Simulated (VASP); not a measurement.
Input:

```yaml
crystal:
  lattice:
    - [0.00000, 1.93732, 1.93732]
    - [1.93732, 0.00000, 1.93732]
    - [1.93732, 1.93732, 0.00000]
  atoms:
    - { symbol: Li, position: [0.00000, 0.00000, 0.00000] }
    - { symbol: H, position: [0.50000, 0.50000, 0.50000] }
```

All values below come from HSEsol screened hybrid, VASP's PBE PAW potentials (set 64) (plane waves; VASP). Run with 520 eV cut-off, 8×8×8 Γ-centred mesh, Gaussian smearing of 0.050 eV, potentials Li_sv H.

**Question.** Give the stress tensor in GPa (positive for a compressed cell).

**Answer.** 
```
2.94  0.00  0.00
0.00  2.94  0.00
0.00  0.00  2.94
```
The pressure is its mean diagonal, 2.94 GPa.

The compound is LiH in the rock salt structure. This cell is one point of a volume scan, at 0.91 of the reference volume. The cell's shape comes from a PBE relaxation.
